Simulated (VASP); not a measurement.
All values below come from revTPSS meta-GGA, VASP's PBE PAW potentials (set 64) (plane waves; VASP).

The input files of a VASP run:

### KPOINTS
```
Automatic mesh
0
Gamma
8 8 8
0 0 0
```

**INCAR**
```
SYSTEM = Al3Sc
PREC = Accurate
ENCUT = 520
EDIFF = 1E-7
NELM = 100
ALGO = Normal
LREAL = .FALSE.
LASPH = .TRUE.
ISMEAR = 1
SIGMA = 0.1
METAGGA = RTPSS
LMIXTAU = .TRUE.
LMAXMIX = 4
LWAVE = .FALSE.
LCHARG = .FALSE.
ISIF = 2
```

**POSCAR**
```
Al3Sc
1
    4.0351523031     0.0000000000     0.0000000000
    0.0000000000     4.0351523031     0.0000000000
    0.0000000000     0.0000000000     4.0351523031
Sc Al
1 3
Direct
  0.0000000000   0.0000000000   0.0000000000
  0.0000000000   0.5000000000   0.5000000000
  0.5000000000   0.0000000000   0.5000000000
  0.5000000000   0.5000000000   0.0000000000
```

POTCAR, in this order: Sc_sv Al (PBE.64 set). Program: vasp_std.

The run wrote:

### OSZICAR
```
       N       E                     dE             d eps       ncg     rms          rms(c)
DAV:   1     0.286549779951E+03    0.28655E+03   -0.17055E+04  1138   0.355E+03
DAV:   2     0.236783742187E+02   -0.26287E+03   -0.25924E+03  1500   0.827E+02
DAV:   3     0.825049746858E+01   -0.15428E+02   -0.15127E+02  1502   0.239E+02
DAV:   4     0.662865610092E+01   -0.16218E+01   -0.15297E+01  1892   0.699E+01
DAV:   5     0.647096466916E+01   -0.15769E+00   -0.15373E+00  1678   0.193E+01    0.932E+00
DAV:   6    -0.294104959104E+02   -0.35881E+02   -0.29813E+02  1662   0.186E+02    0.126E+01
DAV:   7    -0.272126434194E+02    0.21979E+01   -0.10609E+01  1582   0.430E+01    0.103E+01
DAV:   8    -0.268118654268E+02    0.40078E+00   -0.20686E-01  1438   0.424E+00    0.101E+01
DAV:   9    -0.277843566020E+02   -0.97249E+00   -0.80703E-01  1334   0.154E+01    0.140E+01
DAV:  10    -0.240002939237E+02    0.37841E+01   -0.19423E+01  1556   0.580E+01    0.622E+00
DAV:  11    -0.241701038042E+02   -0.16981E+00   -0.79515E-01  1388   0.101E+01    0.489E+00
DAV:  12    -0.243449256790E+02   -0.17482E+00   -0.35929E-01  1614   0.684E+00    0.926E+00
DAV:  13    -0.240101387296E+02    0.33479E+00   -0.13856E+00  1608   0.133E+01    0.791E-01
DAV:  14    -0.240539279919E+02   -0.43789E-01   -0.73026E-02  1570   0.355E+00    0.259E-01
DAV:  15    -0.240516863121E+02    0.22417E-02   -0.11356E-02  1624   0.121E+00    0.216E-01
DAV:  16    -0.240533628509E+02   -0.16765E-02   -0.63106E-03  1626   0.960E-01    0.991E-02
DAV:  17    -0.240533865668E+02   -0.23716E-04   -0.14035E-03  1584   0.476E-01    0.212E-01
DAV:  18    -0.240534146065E+02   -0.28040E-04   -0.54129E-04  1596   0.297E-01    0.489E-02
DAV:  19    -0.240533885710E+02    0.26036E-04   -0.12310E-04  1578   0.133E-01    0.276E-02
DAV:  20    -0.240533869254E+02    0.16456E-05   -0.35462E-06  1612   0.155E-02    0.217E-02
DAV:  21    -0.240533856210E+02    0.13044E-05   -0.11288E-05  1596   0.373E-02    0.580E-03
DAV:  22    -0.240533857442E+02   -0.12324E-06   -0.15032E-06  1606   0.142E-02    0.658E-04
DAV:  23    -0.240533858100E+02   -0.65785E-07   -0.16044E-08   628   0.157E-03
   1 F= -.24053386E+02 E0= -.24053023E+02  d E =-.108862E-02
```

**OUTCAR**
```
------------------------ aborting loop because EDIFF is reached ----------------------------------------
  FORCE on cell =-STRESS in cart. coord.  units (eV):
  Direction    XX          YY          ZZ          XY          YZ          ZX
  --------------------------------------------------------------------------------------
  Total        1.2574190      1.2574190      1.2574190      0.0000000      0.0000000     -0.0000000
  in kB       30.6627292     30.6627292     30.6627292      0.0000000      0.0000000     -0.0000000
  external PRESSURE =      30.6627292 kB  Pullay stress =       0.0000000 kB
  volume of cell :       65.70
      direct lattice vectors                 reciprocal lattice vectors
     4.035152303  0.000000000  0.000000000     0.247822120  0.000000000  0.000000000
     0.000000000  4.035152303  0.000000000     0.000000000  0.247822120  0.000000000
     0.000000000  0.000000000  4.035152303     0.000000000  0.000000000  0.247822120
 POSITION                                       TOTAL-FORCE (eV/Angst)
 -----------------------------------------------------------------------------------
      0.00000      0.00000      0.00000         0.000000      0.000000      0.000000
      0.00000      2.01758      2.01758         0.000000      0.000000      0.000000
      2.01758      0.00000      2.01758         0.000000      0.000000      0.000000
      2.01758      2.01758      0.00000         0.000000      0.000000      0.000000
 -----------------------------------------------------------------------------------
    total drift:                               -0.000000     -0.000000      0.000000
  FREE ENERGIE OF THE ION-ELECTRON SYSTEM (eV)
  ---------------------------------------------------
  free  energy   TOTEN  =       -24.0533858100 eV

  energy  without entropy=      -24.0522971877  energy(sigma->0) =      -24.05302294
```
(Selected blocks of OUTCAR.)

The compound is Al3Sc in the L1_2 structure. This cell is one point of a volume scan, at 0.97 of the reference volume.
